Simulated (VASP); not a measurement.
Consider the following.

```yaml
crystal:
  lattice:
    - [-2.27649, 2.27649, 2.27649]
    - [2.27649, -2.27649, 2.27649]
    - [2.27649, 2.27649, -2.27649]
  atoms:
    - { symbol: Eu, position: [0.00000, 0.00000, 0.00000] }
```

The numbers are results of revPBE GGA, VASP's PBE PAW potentials (set 64) (plane waves; VASP), not measurements. Run with 520 eV cut-off, Gaussian smearing of 0.050 eV, potentials Eu_2.

The 4f electrons are frozen in the core of the lanthanide potential, so 4f levels, which can set the real gap, and their magnetism are missing.

Problem. Give the energies of bands 4 to 7 at the high-symmetry points, in eV from the Fermi level.

Solution. 
```csv
band,Γ,H,N,P
4,-3.74,-0.38,-1.08,0.56
5,2.47,-0.38,0.95,0.56
6,2.47,4.80,1.13,0.56
7,2.47,4.80,3.92,3.92
```

It has no gap at this level: it comes out as a metal or semimetal.

The compound is Eu in the bcc structure. It was relaxed first.
